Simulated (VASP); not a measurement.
A convergence study with VASP on SrO (rock salt): one setting is varied, all else stays as given below, so the limit is that of these other settings. Each run relaxes cell and ions from the cell shown. The basis is that of the starting cell, so low cut-offs carry a Pulay error.

```
SrO
1.0
    0.00000     2.58000     2.58000
    2.58000     0.00000     2.58000
    2.58000     2.58000     0.00000
Sr O
1 1
Direct
  0.00000   0.00000   0.00000
  0.50000   0.50000   0.50000
```

Calculation: PBE GGA, VASP's PBE PAW potentials (set 64) (plane waves; VASP 6.6.1). The tightest run used: 800 eV cut-off, 8×8×8 Γ-centred mesh, Gaussian smearing of 0.050 eV, potentials Sr_sv O.

Gaps are read on the run's mesh, which can miss a band edge.

```tsv
setting	relaxed volume (Å³/atom)	E (eV/atom)	gap on the mesh (eV)	plane waves
ENCUT = 250	13.989	-6.6906	3.006	331
ENCUT = 300	15.348	-6.2180	3.228	416
ENCUT = 350	16.402	-6.0645	3.277	531
ENCUT = 400	17.083	-6.0322	3.275	636
ENCUT = 450	17.462	-6.0272	3.280	755
```

Q: These are the cheaper rows. Estimate the results at ENCUT = 800, and how far the last row shown lies from them.

A: 
```
quantity                  tightest run  last row shown is off by
------------------------  ------------  ------------------------
relaxed volume (Å³/atom)        17.627                    -0.165
E (eV/atom)                    -6.0302                    0.0030
gap on the mesh (eV)             3.286                    -0.006
```

Left out are rungs that failed or repeat a setting and relaxations that didn't move; long series are thinned to 24 rows.

The compound is SrO in the rock salt structure.
